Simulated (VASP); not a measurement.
Input of a VASP 6.6.1 run:

The input INCAR:

```
SYSTEM = NaLaMnMoO6
PREC = Accurate
ENCUT = 600
EDIFF = 1E-7
ISMEAR = -1
SIGMA = 0.05
LREAL = .False.
LASPH = .True.
NELM = 100
ALGO = Normal
ISIF = 3
LWAVE = .False.
LCHARG = .False.
ISPIN = 2
MAGMOM = 0 0 4 1 0 0 0 0 0 0
LORBIT = 11
LMAXMIX = 6
GGA = PE
IBRION = 2
NSW = 60
EDIFFG = -0.01
KPAR = 4
```

The input KPOINTS:

```
regular mesh
0
Gamma
  7 7 7
  0 0 0
```

POSCAR

```
NaLaMnMoO6
1.0
   -2.7229400000      2.7229400000      3.8988900000
    2.7229400000     -2.7229400000      3.8988900000
    2.7229400000      2.7229400000     -3.8988900000
Na La Mn Mo O
1 1 1 1 6
Direct
    0.2500000000      0.7500000000      0.5000000000
    0.7500000000      0.2500000000      0.5000000000
    0.5000000000      0.5000000000      0.0000000000
    0.0000000000      0.0000000000      0.0000000000
    0.2076600000      0.2960700000      0.5037100000
    0.2960500000      0.7923400000      0.0884100000
    0.7923600000      0.7039500000      0.4962900000
    0.7039300000      0.2076400000      0.9115900000
    0.2519400000      0.2519400000      0.0000000000
    0.7480600000      0.7480600000      0.0000000000
```

Potentials or basis: VASP PAW PBE potentials, release 64 (Na_pv, La, Mn_pv, Mo_sv, O).

Run with:

```console
$ cat potpaw_PBE.64/Na_pv/POTCAR potpaw_PBE.64/La/POTCAR potpaw_PBE.64/Mn_pv/POTCAR potpaw_PBE.64/Mo_sv/POTCAR potpaw_PBE.64/O/POTCAR > POTCAR
$ mpirun -np 4 vasp_std > vasp.out
```

(1) What does it give for the band gap on the k mesh?

(2) Predict the site moments.

## Answers

(1) none (metal or under the smearing width).

(2) Na +0.00; La -0.01; Mn +2.65; Mo -0.51; O +0.01 μB.

Caveat: a cell with one magnetic atom can't hold antiferromagnetic order, which such compounds often take; semilocal functionals often make such compounds metallic where correlation or magnetic order opens a gap, which also shifts bond lengths.
